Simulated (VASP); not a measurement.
A convergence study with VASP on TaC (rock salt): one setting is varied, all else stays as given below, so the limit is that of these other settings.

```xyz
2
Lattice="0.0000 2.2300 2.2300 2.2300 0.0000 2.2300 2.2300 2.2300 0.0000" Properties=species:S:1:pos:R:3 pbc="T T T"
Ta     0.0000     0.0000     0.0000
C      2.2300     2.2300     2.2300
```

All values below come from LDA (Ceperley-Alder, Perdew-Zunger), VASP's LDA PAW potentials (set 64) (plane waves; VASP). The tightest run used: 700 eV cut-off, 24×24×24 Γ-centred mesh, tetrahedra with Blöchl corrections, potentials Ta_pv C.

Task: The settings run are 3×3×3 mesh; 4×4×4 mesh; 5×5×5 mesh; 6×6×6 mesh; 7×7×7 mesh; 8×8×8 mesh; 9×9×9 mesh; 10×10×10 mesh; 11×11×11 mesh; 12×12×12 mesh; 13×13×13 mesh; 14×14×14 mesh; 15×15×15 mesh; 16×16×16 mesh; 17×17×17 mesh; 18×18×18 mesh; 19×19×19 mesh; 20×20×20 mesh; 21×21×21 mesh; 22×22×22 mesh; 23×23×23 mesh; 24×24×24 mesh. From which on does the energy per atom stay within 0.002 eV/atom of the tightest run?

Result: From 10×10×10 mesh on: it is off by 0.0005 there and by no more than 0.002 in any finer run, while 9×9×9 mesh is off by 0.0032.
```json
[
 {"setting": "3×3×3 mesh", "E (eV/atom)": "-12.0539", "pressure (GPa)": "-5.47", "irreducible k-points": "4", "difference judged (eV/atom)": "0.0851"},
 {"setting": "4×4×4 mesh", "E (eV/atom)": "-12.1600", "pressure (GPa)": "-8.97", "irreducible k-points": "8", "difference judged (eV/atom)": "0.0210"},
 {"setting": "5×5×5 mesh", "E (eV/atom)": "-12.1386", "pressure (GPa)": "-9.09", "irreducible k-points": "10", "difference judged (eV/atom)": "0.0003"},
 {"setting": "6×6×6 mesh", "E (eV/atom)": "-12.1484", "pressure (GPa)": "-9.22", "irreducible k-points": "16", "difference judged (eV/atom)": "0.0094"},
 {"setting": "7×7×7 mesh", "E (eV/atom)": "-12.1336", "pressure (GPa)": "-8.86", "irreducible k-points": "20", "difference judged (eV/atom)": "0.0054"},
 {"setting": "8×8×8 mesh", "E (eV/atom)": "-12.1351", "pressure (GPa)": "-8.96", "irreducible k-points": "29", "difference judged (eV/atom)": "0.0039"},
 {"setting": "9×9×9 mesh", "E (eV/atom)": "-12.1422", "pressure (GPa)": "-9.07", "irreducible k-points": "35", "difference judged (eV/atom)": "0.0032"},
 {"setting": "10×10×10 mesh", "E (eV/atom)": "-12.1385", "pressure (GPa)": "-8.98", "irreducible k-points": "47", "difference judged (eV/atom)": "0.0005"},
 {"setting": "11×11×11 mesh", "E (eV/atom)": "-12.1386", "pressure (GPa)": "-8.99", "irreducible k-points": "56", "difference judged (eV/atom)": "0.0004"},
 {"setting": "12×12×12 mesh", "E (eV/atom)": "-12.1404", "pressure (GPa)": "-9.02", "irreducible k-points": "72", "difference judged (eV/atom)": "0.0014"},
 {"setting": "13×13×13 mesh", "E (eV/atom)": "-12.1382", "pressure (GPa)": "-8.98", "irreducible k-points": "84", "difference judged (eV/atom)": "0.0008"},
 {"setting": "14×14×14 mesh", "E (eV/atom)": "-12.1387", "pressure (GPa)": "-8.98", "irreducible k-points": "104", "difference judged (eV/atom)": "0.0003"},
 {"setting": "15×15×15 mesh", "E (eV/atom)": "-12.1396", "pressure (GPa)": "-9.00", "irreducible k-points": "120", "difference judged (eV/atom)": "0.0006"},
 {"setting": "16×16×16 mesh", "E (eV/atom)": "-12.1383", "pressure (GPa)": "-8.98", "irreducible k-points": "145", "difference judged (eV/atom)": "0.0007"},
 {"setting": "17×17×17 mesh", "E (eV/atom)": "-12.1386", "pressure (GPa)": "-8.98", "irreducible k-points": "165", "difference judged (eV/atom)": "0.0004"},
 {"setting": "18×18×18 mesh", "E (eV/atom)": "-12.1391", "pressure (GPa)": "-8.99", "irreducible k-points": "195", "difference judged (eV/atom)": "0.0001"},
 {"setting": "19×19×19 mesh", "E (eV/atom)": "-12.1386", "pressure (GPa)": "-8.98", "irreducible k-points": "220", "difference judged (eV/atom)": "0.0004"},
 {"setting": "20×20×20 mesh", "E (eV/atom)": "-12.1391", "pressure (GPa)": "-8.99", "irreducible k-points": "256", "difference judged (eV/atom)": "0.0001"},
 {"setting": "21×21×21 mesh", "E (eV/atom)": "-12.1390", "pressure (GPa)": "-8.99", "irreducible k-points": "286", "difference judged (eV/atom)": "0.0001"},
 {"setting": "22×22×22 mesh", "E (eV/atom)": "-12.1386", "pressure (GPa)": "-8.98", "irreducible k-points": "328", "difference judged (eV/atom)": "0.0004"},
 {"setting": "23×23×23 mesh", "E (eV/atom)": "-12.1391", "pressure (GPa)": "-8.99", "irreducible k-points": "364", "difference judged (eV/atom)": "0.0001"},
 {"setting": "24×24×24 mesh", "E (eV/atom)": "-12.1390", "pressure (GPa)": "-8.99", "irreducible k-points": "413", "difference judged (eV/atom)": "0.0000"}
]
```

Left out are rungs that failed or repeat a setting and relaxations that didn't move; long series are thinned to 24 rows.

The compound is TaC in the rock salt structure. The cell was not relaxed at this level. The electron count is odd and the run is not spin-polarised, which forces a metal.
